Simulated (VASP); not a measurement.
The system is GeSe (Germanium monoselenide), in a box.

```
Ge Se
1.0
     9.00000    0.00000    0.00000
     0.00000    9.00000    0.00000
     0.00000    0.00000   12.00000
Ge Se
1 1
Direct
  0.50144 0.50233 0.41389
  0.50144 0.50233 0.59178
```

Base run:

```yaml
Program: VASP 6.6.1
Functional: HSE06
Dispersion: D4
Potentials_or_basis: VASP PAW PBE potentials, release 64 (Ge_d, Se)
Cutoff: 520 eV
k_mesh: 1 × 1 × 1
Occupations: gaussian, width 0.01 eV
Spin: no spin polarisation
```

Its results: gap between the frontier levels 4.38 eV; largest force 0.112 eV/Å.

Problem. The run is repeated on the same cell with these changes: functional from HSE06 to r2SCAN; further incar settings from ALGO = Normal; EDIFF = 1e-06 to ALGO = Normal; EDIFF = 1e-07; NBANDS = 17. What comes out?

Solution. Gap between the frontier levels 3.77 eV; largest force 0.003 eV/Å.

Caveats: the PAW data sets were made with another functional, which shifts forces and pressure a little.

